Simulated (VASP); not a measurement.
Level of theory: PBEsol GGA, VASP's PBE PAW potentials (set 64) (plane waves; VASP 6.6.1).

A VASP calculation is set up with these files.

KPOINTS:
```
k-points along high-symmetry lines
8
Line-mode
Reciprocal
  0.000000   0.000000   0.000000 ! GAMMA
 -0.500000   0.500000   0.000000 ! Y

 -0.500000   0.500000   0.000000 ! Y
 -0.285801   0.714199   0.000000 ! C_0

  0.285801   0.285801   0.000000 ! SIGMA_0
  0.000000   0.000000   0.000000 ! GAMMA

  0.000000   0.000000   0.000000 ! GAMMA
  0.000000   0.000000   0.500000 ! Z

  0.000000   0.000000   0.500000 ! Z
  0.285801   0.285801   0.500000 ! A_0

 -0.285801   0.714199   0.500000 ! E_0
 -0.500000   0.500000   0.500000 ! T

 -0.500000   0.500000   0.500000 ! T
 -0.500000   0.500000   0.000000 ! Y

  0.000000   0.000000   0.000000 ! GAMMA
  0.000000   0.500000   0.000000 ! S

  0.000000   0.500000   0.000000 ! S
  0.000000   0.500000   0.500000 ! R

  0.000000   0.500000   0.500000 ! R
  0.000000   0.000000   0.500000 ! Z

  0.000000   0.000000   0.500000 ! Z
 -0.500000   0.500000   0.500000 ! T
```

INCAR:
```
# general
SYSTEM   =  GeRh
PREC     =  Accurate
ENCUT    =  400   # plane-wave cut-off (eV)
LREAL    =  .FALSE.   # projection in real space or not
LASPH    =  .TRUE.
ICHARG   =  11   # fixed density

# electronic loop
EDIFF    =  1E-7
NELM     =  100
ALGO     =  Normal   # blocked Davidson
LMAXMIX  =  4

# smearing
ISMEAR   =  0
SIGMA    =  0.05   # width (eV)

# functional
GGA      =  PS

# output
LWAVE    =  .FALSE.
LCHARG   =  .FALSE.
LORBIT   =  11   # lm-projected
```

POSCAR:
```
GeRh
1
    1.4314147748    -5.0015763095     0.0000000000
    1.4314147748     5.0015763095    -0.0000000000
    0.0000000000     0.0000000000     4.0297048123
Ge Rh
2 2
Direct
  0.6490279203   0.3509720797   0.2500000000
  0.3509720797   0.6490279203   0.7500000000
  0.9041711683   0.0958288317   0.2500000000
  0.0958288317   0.9041711683   0.7500000000
```

POTCAR, in this order: Ge_d Rh_pv (PBE.64 set). Program: vasp_std. Read from the step before: CHGCAR.

Output

OSZICAR:
```
       N       E                     dE             d eps       ncg     rms          rms(c)
DAV:   1     0.549342251148E+03    0.54934E+03   -0.28070E+04  8226   0.392E+03
DAV:   2     0.387047820949E+02   -0.51064E+03   -0.50210E+03  6080   0.759E+02
DAV:   3    -0.260950109708E+02   -0.64800E+02   -0.63366E+02  6492   0.193E+02
DAV:   4    -0.287906770586E+02   -0.26957E+01   -0.26745E+01  6902   0.418E+01
DAV:   5    -0.288519748059E+02   -0.61298E-01   -0.61232E-01  6834   0.691E+00
DAV:   6    -0.288543924053E+02   -0.24176E-02   -0.24173E-02  7400   0.122E+00
DAV:   7    -0.288545122645E+02   -0.11986E-03   -0.11986E-03  8166   0.226E-01
DAV:   8    -0.288545131702E+02   -0.90568E-06   -0.90556E-06  7422   0.177E-02
DAV:   9    -0.288545131886E+02   -0.18461E-07   -0.16983E-07  4546   0.218E-03
   1 F= -.28854513E+02 E0= -.28853443E+02  d E =-.214104E-02
```

**OUTCAR**
```
 val. band max:        9.8039458133   @ k =   0.1633   0.1633   0.5000

 cond. band min:       9.8056243357   @ k =  -0.5000   0.5000   0.0714



 k-point     1 :       0.0000    0.0000    0.0000
  band No.  band energies     occupation
      1     -36.2135      2.00000
      2     -36.0746      2.00000
      3     -36.0454      2.00000
      4     -35.9891      2.00000
      5     -35.9638      2.00000
      6     -35.9185      2.00000
      7     -14.4420      2.00000
      8     -14.4353      2.00000
      9     -14.3459      2.00000
     10     -14.3313      2.00000
     11     -14.3297      2.00000
     12     -14.3284      2.00000
     13     -14.3272      2.00000
     14     -14.3103      2.00000
     15     -14.3000      2.00000
     16     -14.2702      2.00000
     17      -2.4228      2.00000
     18       0.5730      2.00000
     19       4.8775      2.00000
     20       5.8106      2.00000
     21       6.2013      2.00000
     22       6.2222      2.00000
     23       7.9684      2.00000
     24       8.3338      2.00000
     25       8.6309      2.00000
     26       8.7320      2.00000
     27       8.8656      2.00000
     28       8.9567      2.00000
     29       9.1903      2.00000
     30       9.9176      0.00153
     31      11.5698      0.00000
     32      13.3001      0.00000
     33      15.6789      0.00000
     34      16.7817      0.00000

 k-point     2 :      -0.0714    0.0714    0.0000
  band No.  band energies     occupation
      1     -36.2135      2.00000
      2     -36.0749      2.00000
      3     -36.0451      2.00000
      4     -35.9891      2.00000
      5     -35.9639      2.00000
      6     -35.9187      2.00000
      7     -14.4424      2.00000
      8     -14.4348      2.00000
      9     -14.3461      2.00000
     10     -14.3309      2.00000
     11     -14.3296      2.00000
     12     -14.3280      2.00000
     13     -14.3274      2.00000
     14     -14.3103      2.00000
     15     -14.3001      2.00000
...
```

The density is held fixed in this step, so its total energy and stress have no physical meaning.

The structure was generated: GeRh was put into the CrB type (Cmcm), which need not be its known phase. It was relaxed first, which changed the volume by -49 %.
